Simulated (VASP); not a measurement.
Data:

```
Zn
1.0
    1.33588    -2.31381     0.00000
    1.33588     2.31381     0.00000
    0.00000     0.00000     4.68742
Zn
2
Direct
  0.33333   0.66667   0.25000
  0.66667   0.33333   0.75000
```

Computed with AM05 GGA, VASP's PBE PAW potentials (set 64) (plane waves; VASP). Settings: 520 eV cut-off, 16×16×8 Γ-centred mesh, first-order Methfessel-Paxton smearing of 0.10 eV, potentials Zn.

### Question
The ions and cell shape at fixed volume are relaxed. Predict the relaxed structure.

### Answer

```
Zn
1.0
    1.31513    -2.27788     0.00000
    1.31513     2.27788     0.00000
    0.00000     0.00000     4.83644
Zn
2
Direct
  0.33333   0.66667   0.25000
  0.66667   0.33333   0.75000
```
Space group P6_3/mmc (194), at a tolerance of 0.03 Å.

### Question
How much energy does the relaxation gain?

### Answer
The energy (σ→0) changes by -6.5 meV/atom, in 5 ionic steps.

The compound is Zn in the hcp structure. This cell is one point of a volume scan, at 1.03 of the reference volume. Symmetry was kept, so distortions that lower it aren't found.
